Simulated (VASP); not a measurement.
Here is the system:

```
CELL_PARAMETERS angstrom
      4.00751     0.00000     0.00000
     -2.00375     3.47060     0.00000
      0.00000     0.00000     4.82573
ATOMIC_POSITIONS crystal
  Fe 0.00000 0.00000 0.00000
  Fe 0.00000 0.00000 0.50000
  Fe 0.66667 0.33333 0.75000
  Fe 0.33333 0.66667 0.25000
  Ge 0.66667 0.33333 0.25000
  Ge 0.33333 0.66667 0.75000
```

All values below come from LDA (Ceperley-Alder, Perdew-Zunger), VASP's LDA PAW potentials (set 64) (plane waves; VASP 6.6.1). Run with 400 eV cut-off, 10×10×7 Γ-centred mesh, tetrahedra with Blöchl corrections, potentials Fe Ge_d.

The cores are frozen, which limits the accuracy of field gradients. The run has a spin-polarised start.

Question: Give the principal components of the electric field gradient (V/Å²) and the asymmetry η at each nucleus.

Answer: 
```tsv
atom	Vxx	Vyy	Vzz	η
Fe1	24.6	24.6	-49.2	0.00
Fe2	24.6	24.6	-49.2	0.00
Fe3	-16.9	-16.9	33.8	0.00
Fe4	-16.9	-16.9	33.8	0.00
Ge5	-23.4	-23.3	46.7	0.00
Ge6	-23.4	-23.3	46.7	0.00
```

The structure comes from a computed database's Fe2Ge entry (P6_3/mmc); how it stands against other phases isn't given here. It was relaxed first, which changed the volume by -9 %.
